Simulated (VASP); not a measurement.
Calculation: PW91 GGA, VASP's PBE PAW potentials (set 64) (plane waves; VASP).

A VASP calculation is set up with these files.

### KPOINTS
```
k-points along high-symmetry lines
15
Line-mode
Reciprocal
  0.000000   0.000000   0.000000 ! GAMMA
 -0.500000  -0.500000   0.000000 ! X

 -0.500000  -0.500000   0.000000 ! X
 -0.375000  -0.375000   0.250000 ! U

 -0.375000  -0.000000   0.375000 ! K
  0.000000   0.000000   0.000000 ! GAMMA

  0.000000   0.000000   0.000000 ! GAMMA
 -0.000000  -0.000000   0.500000 ! L

 -0.000000  -0.000000   0.500000 ! L
 -0.500000  -0.250000   0.250000 ! W

 -0.500000  -0.250000   0.250000 ! W
 -0.500000  -0.500000   0.000000 ! X
```

### POSCAR
```
BAs
1
    0.0000000000     2.4094163433     2.4094163433
    2.4094163433     0.0000000000     2.4094163433
    2.4094163433     2.4094163433     0.0000000000
B As
1 1
Direct
  0.0000000000   0.0000000000   0.0000000000
  0.2500000000   0.2500000000   0.2500000000
```

### INCAR
```
SYSTEM = BAs
PREC = Accurate
ENCUT = 520
EDIFF = 1E-7
NELM = 100
ALGO = Normal
LREAL = .FALSE.
LASPH = .TRUE.
ISMEAR = 0
SIGMA = 0.05
GGA = 91
LMAXMIX = 4
LWAVE = .FALSE.
LCHARG = .FALSE.
LORBIT = 11
ICHARG = 11
```

POTCAR, in this order: B As (PBE.64 set). Program: vasp_std. Read from the step before: CHGCAR.

What VASP printed:

File OSZICAR:
```
       N       E                     dE             d eps       ncg     rms          rms(c)
DAV:   1     0.156337518998E+02    0.15634E+02   -0.39347E+03  1440   0.876E+02
DAV:   2    -0.905869483149E+01   -0.24692E+02   -0.23340E+02  2240   0.103E+02
DAV:   3    -0.940926875682E+01   -0.35057E+00   -0.35057E+00  1664   0.166E+01
DAV:   4    -0.940989343823E+01   -0.62468E-03   -0.62468E-03  2136   0.691E-01
DAV:   5    -0.940989428412E+01   -0.84589E-06   -0.84589E-06  1680   0.142E-02
DAV:   6    -0.940989428549E+01   -0.13713E-08   -0.13711E-08  2112   0.570E-04
   1 F= -.94098943E+01 E0= -.94098943E+01  d E =-.365163E-17
```

**OUTCAR**
```
 val. band max:        5.7926978043   @ k =   0.0000   0.0000   0.0000

 cond. band min:       7.0107205052   @ k =  -0.3929  -0.3929   0.0000



 k-point     1 :       0.0000    0.0000    0.0000
  band No.  band energies     occupation
      1      -9.3551      2.00000
      2       5.7927      2.00000
      3       5.7927      2.00000
      4       5.7927      2.00000
      5       9.0481      0.00000
      6       9.0481      0.00000
      7       9.0481      0.00000
      8      10.1513      0.00000

 k-point     2 :      -0.0357   -0.0357    0.0000
  band No.  band energies     occupation
      1      -9.3278      2.00000
      2       5.6415      2.00000
      3       5.6614      2.00000
      4       5.6614      2.00000
      5       8.9610      0.00000
      6       9.2091      0.00000
      7       9.2091      0.00000
      8      10.3022      0.00000

 k-point     3 :      -0.0714   -0.0714    0.0000
  band No.  band energies     occupation
      1      -9.2459      2.00000
      2       5.2333      2.00000
      3       5.3293      2.00000
      4       5.3293      2.00000
      5       8.7588      0.00000
      6       9.6299      0.00000
      7       9.6299      0.00000
      8      10.6479      0.00000

 k-point     4 :      -0.1071   -0.1071    0.0000
  band No.  band energies     occupation
      1      -9.1099      2.00000
      2       4.6565      2.00000
      3       4.8996      2.00000
      4       4.8996      2.00000
      5       8.5051      0.00000
      6      10.2056      0.00000
      7      10.2056      0.00000
      8      11.0175      0.00000

 k-point     5 :      -0.1429   -0.1429    0.0000
  band No.  band energies     occupation
      1      -8.9204      2.00000
      2       3.9815      2.00000
      3       4.4406      2.00000
      4       4.4406      2.00000
      5       8.2307      0.00000
      6      10.8662      0.00000
      7      10.8662      0.00000
      8      11.2450      0.00000
...
```

The density is held fixed in this step, so its total energy and stress have no physical meaning.

The compound is BAs in the zinc blende structure. It was relaxed first.
